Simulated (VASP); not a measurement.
VASP ran on this input.

KPOINTS:
```
Automatic
0
Gamma
12 12 8
```

**INCAR**
```
SYSTEM = Zr
PREC = Accurate
ENCUT = 480
EDIFF = 1E-7
NELM = 100
ALGO = Normal
LREAL = .FALSE.
LASPH = .TRUE.
ISMEAR = 1
SIGMA = 0.1
METAGGA = R2SCAN
LMIXTAU = .TRUE.
LMAXMIX = 4
LWAVE = .FALSE.
LCHARG = .FALSE.
ISIF = 3
IBRION = 2
NSW = 40
EDIFFG = -0.01
PSTRESS = 100
```

File POSCAR:
```
Zr
1
    1.5745029846    -2.7271191126     0.0000000000
    1.5745029846     2.7271191126    -0.0000000000
    0.0000000000    -0.0000000000     4.9997430359
Zr
2
Direct
  0.3333330000   0.6666670000   0.2500000000
  0.6666670000   0.3333330000   0.7500000000
```

POTCAR, in this order: Zr_sv (PBE.64 set). Program: vasp_std.

Question: Write an equivalent input for Ansatz.

Answer: One equivalent input (not run):
Ansatz 0.2 input:
```yaml
crystal:
  lattice:
    - [1.5745030, -2.7271191, 0.0000000]
    - [1.5745030, 2.7271191, 0.0000000]
    - [0.0000000, 0.0000000, 4.9997430]
  atoms:
    - { symbol: Zr, position: [0.3333330, 0.6666670, 0.2500000] }
    - { symbol: Zr, position: [0.6666670, 0.3333330, 0.7500000] }
kpoints:
  mp_grid: { grid: [12, 12, 8] }
hamiltonian:
  xc: r2scan
  pseudopotentials: { kind: paw }
scf:
  occupations: { method: methfessel_paxton, width: 0.1 }
  max_iter: 100
relax:
  max_steps: 40
  f_tol: 0.01
  cell: { p_target: 10 }
output: { forces: true, stress: true, eigenvalues: true }
```
What does not carry over: each code has its own PAW files, so the cut-off isn't converted (ENCUT is set for VASP's; basis.ecutwfc is left out, and Ansatz then takes the one that its files recommend); Ansatz stops its SCF on the density residual and VASP on the energy change (EDIFF).

The compound is Zr in the hcp structure. It was relaxed first under an external pressure of 10 GPa.
